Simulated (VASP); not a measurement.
Data:

```
CELL_PARAMETERS angstrom
      1.67660    -2.90395     0.00000
      1.67660     2.90395     0.00000
      0.00000     0.00000     5.52110
ATOMIC_POSITIONS crystal
  Zr 0.00000 0.00000 0.00000
  Se 0.33333 0.66667 0.30644
  Se 0.66667 0.33333 0.69356
```

All values below come from PBE GGA, VASP's PBE PAW potentials (set 64) (plane waves; VASP). Numerical set-up: 480 eV cut-off, 8×8×4 Γ-centred mesh, Gaussian smearing of 0.050 eV, potentials Zr_sv Se.

Without a dispersion term in the relaxation, distances and binding between the weakly bound layers, chains or molecules are unreliable, and so is what depends on them.

Task: Estimate the energy per atom (σ→0), pressure, band gap (on the k-mesh) with the smallest direct gap where there is one.

Result: 
- band gap (on the k-mesh): none (metal, semimetal or under 0.01 eV)
- energy per atom (σ→0): -5.983 eV/atom
- pressure: 30.02 GPa

The absolute energy has meaning only against runs of the same code, potentials and settings.

The compound is ZrSe2 in the 1T layered structure. It was relaxed first under an external pressure of 30 GPa.
